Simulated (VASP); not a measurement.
# TeP (Pmmn) in VASP: reference runs

Reference runs on TeP: the cell as given.

Program: VASP 6.6.1. These are calculated values, not measurements. Logs are shortened: lines on timing, memory, paths and dates and some standing lists are left out, and cuts for length are marked.

## (1) Starting point

Symmetry: Pmmn, No. 59, orthorhombic system. The conventional cell has a = 3.309 Å, b = 4.291 Å, c = 7.295 Å, α = 90.00°, β = 90.00°, γ = 90.00°. Te (site symmetry mm2) has 4 P at 2.73 to 2.90 Å as nearest neighbours. P (site symmetry mm2) has 4 Te at 2.73 to 2.90 Å and 4 P at 2.80 Å as nearest neighbours.

The cell was built by a generator and needn't be a form met in nature.

## (2) Single point, PBE

The input, INCAR:

```
PREC = Accurate
ENCUT = 520
EDIFF = 1E-7
ISMEAR = -1
SIGMA = 0.05
LREAL = False
LASPH = True
NELM = 80
ALGO = Normal
ISIF = 2
LWAVE = False
LCHARG = False
GGA = PE
NBANDS = 19
```

The input, KPOINTS:

```
regular mesh
0
Gamma
  8 6 4
```

The input, POSCAR:

```
TeP
1.0
    3.3085989700      0.0000000000      0.0000000000
    0.0000000000      4.2912162100      0.0000000000
    0.0000000000      0.0000000000      7.2946479100
Te P
2 2
Direct
    0.0000000000      0.0000000000      0.7213000200
    0.5000000000      0.5000000000      0.2786999800
    0.0000000000      0.5000000000      0.9527000000
    0.5000000000      0.0000000000      0.0473000000
```

Potentials or basis: VASP PAW PBE potentials, release 64 (Te, P).

Launch:

```console
$ cat potpaw_PBE.64/Te/POTCAR potpaw_PBE.64/P/POTCAR > POTCAR
$ mpirun -np 1 vasp_std > vasp.out
```

OUTCAR:

```text
PREC = Accurate
   ENCUT = 520
   EDIFF = 1E-7
   ISMEAR = -1
   LREAL = False
   LASPH = True
   NELM = 80
   ISIF = 2
   GGA = PE

 ion  position               nearest neighbor table
   1  0.000  0.000  0.721-   3 2.73   3 2.73   4 2.90   4 2.90
   2  0.500  0.500  0.279-   4 2.73   4 2.73   3 2.90   3 2.90
   3  0.000  0.500  0.953-   1 2.73   1 2.73   4 2.80   4 2.80   4 2.80   4 2.80   2 2.90   2 2.90

   4  0.500  0.000  0.047-   2 2.73   2 2.73   3 2.80   3 2.80   3 2.80   3 2.80   1 2.90   1 2.90

  LATTYP: Found a simple orthorhombic cell.
 ALAT       =     3.3085989700
 B/A-ratio  =     1.2969889216
 C/A-ratio  =     2.2047543314

  Lattice vectors:

 A1 = (   3.3085989700,   0.0000000000,   0.0000000000)
 A2 = (   0.0000000000,   4.2912162100,   0.0000000000)
 A3 = (   0.0000000000,   0.0000000000,   7.2946479100)

Analysis of symmetry for initial positions (statically):
=====================================================================
 Subroutine PRICEL returns:
 Original cell was already a primitive cell.

 Routine SETGRP: Setting up the symmetry group for a
 simple orthorhombic supercell.

 Subroutine GETGRP returns: Found  8 space group operations
 (whereof  4 operations were pure point group operations)
 out of a pool of  8 trial point group operations.

The static configuration has the point symmetry C_2v.
 The point group associated with its full space group is D_2h.

Analysis of symmetry for dynamics (positions and initial velocities):
=====================================================================
 Subroutine PRICEL returns:
 Original cell was already a primitive cell.

 Routine SETGRP: Setting up the symmetry group for a
 simple orthorhombic supercell.

 Subroutine GETGRP returns: Found  8 space group operations
 (whereof  4 operations were pure point group operations)
 out of a pool of  8 trial point group operations.

The dynamic configuration has the point symmetry C_2v.
 The point group associated with its full space group is D_2h.

 Subroutine INISYM returns: Found  8 space group operations
 (whereof  4 operations are pure point group operations),
 and found     1 'primitive' translations

----------------------------------------------------------------------------------------

                                     Primitive cell

  volume of cell :     103.5688

  direct lattice vectors                    reciprocal lattice vectors
     3.308598970  0.000000000  0.000000000     0.302242734  0.000000000  0.000000000
     0.000000000  4.291216210  0.000000000     0.000000000  0.233034168  0.000000000
     0.000000000  0.000000000  7.294647910     0.000000000  0.000000000  0.137086808

  length of vectors
     3.308598970  4.291216210  7.294647910     0.302242734  0.233034168  0.137086808

  position of ions in fractional coordinates (direct lattice)
     0.000000000  0.000000000  0.721300020
     0.500000000  0.500000000  0.278699980
     0.000000000  0.500000000  0.952700000
     0.500000000  0.000000000  0.047300000

  ion indices of the primitive-cell ions
   primitive index   ion index
                 1           1
                 2           2
                 3           3
                 4           4

----------------------------------------------------------------------------------------

 KPOINTS: regular mesh

Automatic generation of k-mesh.
 Grid dimensions read from file:
 generate k-points for:    8    6    4

 Generating k-lattice:

  Cartesian coordinates                     Fractional coordinates (reciprocal lattice)
     0.037780342  0.000000000  0.000000000     0.125000000  0.000000000  0.000000000
     0.000000000  0.038839028  0.000000000     0.000000000  0.166666667  0.000000000
     0.000000000  0.000000000  0.034271702     0.000000000  0.000000000  0.250000000

  Length of vectors
     0.037780342  0.038839028  0.034271702

  Shift w.r.t. Gamma in fractional coordinates (k-lattice)
     0.000000000  0.000000000  0.000000000

 Subroutine IBZKPT returns following result:
 ===========================================

 Found     60 irreducible k-points:

 Following reciprocal coordinates:
            Coordinates               Weight
  0.000000  0.000000  0.000000      1.000000
  0.125000  0.000000  0.000000      2.000000
  0.250000  0.000000  0.000000      2.000000
  0.375000  0.000000  0.000000      2.000000
  0.500000  0.000000  0.000000      1.000000
  0.000000  0.166667  0.000000      2.000000
[... 16 lines left out ...]
  0.250000  0.000000  0.250000      4.000000
  0.375000  0.000000  0.250000      4.000000
 [... further k-points ...]
   k-points           NKPTS =     60   k-points in BZ     NKDIM =     60   number of bands    NBANDS=     19
   number of dos      NEDOS =    301   number of ions     NIONS =      4
   total plane-waves  NPLWV =  48384
   dimension x,y,z NGX =    28 NGY =   32 NGZ =   54
   dimension x,y,z NGXF=    56 NGYF=   64 NGZF=  108
   ions per type =               2   2
   NGX,Y,Z   is equivalent  to a cutoff of  14.07, 12.40, 12.31 a.u.
   NGXF,Y,Z  is equivalent  to a cutoff of  28.14, 24.79, 24.61 a.u.
 SYSTEM =  unknown system
   PREC   = accura    normal or accurate (medium, high low for compatibility)
   ISTART =      0    job   : 0-new  1-cont  2-samecut
   ICHARG =      2    charge: 1-file 2-atom 10-const
   ISPIN  =      1    spin polarized calculation?
   LNONCOLLINEAR =      F non collinear calculations
   LSORBIT =      F    spin-orbit coupling
   LASPH  =      T    aspherical Exc in radial PAW
   ENCUT  =  520.0 eV  38.22 Ry    6.18 a.u.   6.15  7.98 13.56*2*pi/ulx,y,z
   NELM   =     80;   NELMIN=  2; NELMDL= -5     # of ELM steps
   EDIFF  = 0.1E-06   stopping-criterion for ELM
   LREAL  =      F    real-space projection
   EDIFFG = 0.1E-05   stopping-criterion for IOM
   NSW    =      0    number of steps for IOM
   IBRION =     -1    ionic relax: 0-MD 1-quasi-New 2-CG
   NFREE  =      0    steps in history (QN), initial steepest desc. (CG)
   ISIF   =      2    stress and relaxation
   ISYM   =      2    0-nonsym 1-usesym 2-fastsym
   POTIM  = 0.5000    time-step for ionic-motion
   TEBEG  =    0.0;   TEEND  =   0.0 temperature during run
   PSTRESS=    0.0 pullay stress
   NELECT =      22.0000    total number of electrons
   NUPDOWN=      -1.0000    fix difference up-down
   EMIN   =  10.00;   EMAX   =-10.00  energy-range for DOS
   EFERMI =   0.00;   METHOD = LEGACY
   ISMEAR =    -1;   SIGMA  =   0.05  broadening in eV -4-tet -1-fermi 0-gaus
   EFERMI_NEDOS =   21; number of points for ismear=-14 and -15
   IALGO  =     38    algorithm
   IMIX   =      4    mixing-type and parameters
     AMIX     =   0.40;   BMIX     =  1.00
     AMIX_MAG =   1.60;   BMIX_MAG =  1.00
  volume/ion in A,a.u.               =      25.89       174.73
  Fermi-wavevector in a.u.,A,eV,Ry     =   0.976801  1.845886 12.981866  0.954140
  Thomas-Fermi vector in A             =   2.107448
   LORBIT       =      0    0 simple, 1 ext, 2 COOP (PROOUT), +10 PAW based schemes
   GGA     = PE    functional components
[... 5 lines left out ...]
 non-spin polarized calculation
  energy-cutoff  :      520.00
  volume of cell :      103.57
 maximum number of plane-waves:      2824
 NGX is ok and might be reduce to    28
   NGX = 13   NGY = 15   NGZ = 27

 number of electron      21.9999998 magnetization

 Free energy of the ion-electron system (eV)
  ---------------------------------------------------
  ext. energy  EPLUGINS =         0.00000000
  ---------------------------------------------------
  free energy    TOTEN  =       -14.19843215 eV

  energy without entropy =      -14.16978536  energy(sigma->0) =      -14.18410875

 E-fermi :   6.2413     XC(G=0):  -9.4801

 val. band max:        6.2410262513   @ k =   0.2500   0.1667   0.0000
 cond. band min:       6.2539242546   @ k =   0.1250   0.0000   0.5000
 fundamental gap:      0.0128980033
 Fermi energy:         6.2412732932

 k-point     1 :       0.0000    0.0000    0.0000
  band No.  band energies     occupation
      1      -8.4685      2.00000
      2      -6.0893      2.00000
      3      -3.7055      2.00000
      4      -1.4831      2.00000
      5       0.3635      2.00000
      6       2.6117      2.00000
[... 11 lines left out ...]
     18      11.9602      0.00000
     19      12.8216      0.00000

 k-point     2 :       0.1250    0.0000    0.0000
  band No.  band energies     occupation
      1      -8.2845      2.00000
      2      -5.9451      2.00000
      3      -3.5480      2.00000
      4      -1.5291      2.00000
      5       0.5375      2.00000
      6       2.7323      2.00000
[... 11 lines left out ...]
     18      12.3117      0.00000
     19      13.8133      0.00000

 k-point     3 :       0.2500    0.0000    0.0000
  band No.  band energies     occupation
      1      -7.7454      2.00000
      2      -5.5855      2.00000
      3      -3.1185      2.00000
      4      -1.8647      2.00000
      5       1.0473      2.00000
      6       2.0092      2.00000
[... 11 lines left out ...]
     18      12.7507      0.00000
     19      13.5125      0.00000

 k-point     4 :       0.3750    0.0000    0.0000
  band No.  band energies     occupation
      1      -6.9044      2.00000
      2      -5.3762      2.00000
      3      -2.6200      2.00000
      4      -2.4506      2.00000
      5       1.6463      2.00000
      6       1.7800      2.00000
[... 407 lines left out ...]
     18      11.9705      0.00000
     19      13.2525      0.00000

 k-point    23 :       0.2500    0.0000    0.2500
  band No.  band energies     occupation
      1      -7.7179      2.00000
      2      -5.7085      2.00000
      3      -2.9016      2.00000
      4      -1.8823      2.00000
      5       1.0662      2.00000
      6       2.0424      2.00000
[... 11 lines left out ...]
     18      13.0281      0.00000
     19      13.1004      0.00000

 k-point    24 :       0.3750    0.0000    0.2500
  band No.  band energies     occupation
      1      -6.8807      2.00000
      2      -5.4334      2.00000
      3      -2.6097      2.00000
      4      -2.4228      2.00000
      5       1.7110      2.00000
      6       1.8512      2.00000
[... 11 lines left out ...]
     18      12.7746      0.00000
     19      13.2002      0.00000

 [... further k-points ...]

------------------------ aborting loop because EDIFF is reached ----------------------------------------

  FORCE on cell =-STRESS in cart. coord.  units (eV):
  Direction    XX          YY          ZZ          XY          YZ          ZX
  --------------------------------------------------------------------------------------
  -------------------------------------------------------------------------------------
  Total        0.6117908     -2.0040828      4.5093320      0.0000000      0.0000000      0.0000000
  in kB        9.4642161    -31.0025470     69.7579861      0.0000000      0.0000000      0.0000000
  external PRESSURE =      16.0732184 kB  Pullay stress =       0.0000000 kB

 VOLUME and BASIS-vectors are now :
 -----------------------------------------------------------------------------
  energy-cutoff  :      520.00
  volume of cell :      103.57
      direct lattice vectors                 reciprocal lattice vectors
     3.308598970  0.000000000  0.000000000     0.302242734  0.000000000  0.000000000
     0.000000000  4.291216210  0.000000000     0.000000000  0.233034168  0.000000000
     0.000000000  0.000000000  7.294647910     0.000000000  0.000000000  0.137086808

 POSITION                                       TOTAL-FORCE (eV/Angst)
 -----------------------------------------------------------------------------------
      0.00000      0.00000      5.26163         0.000000      0.000000     -1.518695
      1.65430      2.14561      2.03302         0.000000      0.000000      1.518695
      0.00000      2.14561      6.94961         0.000000      0.000000     -0.511079
      1.65430      0.00000      0.34504         0.000000      0.000000      0.511079
 -----------------------------------------------------------------------------------
    total drift:                               -0.000000      0.000000     -0.000000

  FREE ENERGIE OF THE ION-ELECTRON SYSTEM (eV)
  ---------------------------------------------------
  free  energy   TOTEN  =       -14.1984321482 eV

  energy  without entropy=      -14.1697853571  energy(sigma->0) =      -14.18410875
```

Run time: 62 s. Hardware: 1 thread of Intel Xeon 6975P-C (Granite Rapids), shared host; peak memory 0.27 GiB.

Results:

- Free energy: -14.1984 eV
- Pressure: 1.6 GPa
- Largest force: 1.519 eV/Å
- Band gap on the k mesh: none (metal or under the smearing width)

Forces on the atoms (eV/Å):
```
Te   0.000  0.000 -1.519
Te   0.000  0.000  1.519
P    0.000  0.000 -0.511
P    0.000  0.000  0.511
```

Levels at points of the mesh, in eV from the Fermi level:
| k point | band 7 | band 8 | band 9 | band 10 | band 11 | band 12 | band 13 | band 14 | band 15 | band 16 |
| --- | --- | --- | --- | --- | --- | --- | --- | --- | --- | --- |
| (0.00, 0.00, 0.00) | -2.67 | -1.96 | -1.91 | -0.62 | -0.20 | 1.52 | 1.74 | 2.88 | 3.36 | 4.56 |
| (0.50, 0.00, 0.00) | -3.44 | -3.44 | -2.80 | -2.80 | -0.46 | -0.46 | 1.13 | 1.13 | 1.60 | 1.60 |
| (0.00, 0.50, 0.00) | -0.70 | -0.70 | -0.23 | -0.23 | 1.40 | 1.40 | 1.72 | 1.72 | 2.55 | 2.55 |
| (0.50, 0.50, 0.00) | -4.96 | -4.96 | -2.38 | -2.38 | -0.83 | -0.83 | 2.88 | 2.88 | 3.72 | 3.72 |
| (0.00, 0.00, 0.50) | -2.98 | -1.88 | -1.47 | 0.53 | 0.86 | 1.22 | 1.23 | 3.28 | 3.36 | 3.74 |
| (0.50, 0.00, 0.50) | -3.44 | -3.44 | -2.65 | -2.65 | -1.49 | -1.49 | 1.05 | 1.05 | 2.08 | 2.08 |
| (0.00, 0.50, 0.50) | -2.19 | -2.19 | -0.22 | -0.22 | 1.03 | 1.03 | 2.51 | 2.51 | 3.35 | 3.35 |
| (0.50, 0.50, 0.50) | -5.18 | -5.18 | -1.71 | -1.71 | -0.38 | -0.38 | 1.71 | 1.71 | 3.12 | 3.12 |

Caveat: this functional lacks dispersion, which binds the layers, so the pressure and a relaxed spacing across them are unreliable; forces of over 1 eV/Å show positions far from the minimum, so gaps and moduli don't describe the material at rest. Spin-orbit coupling is left out, which matters for the levels of Te.
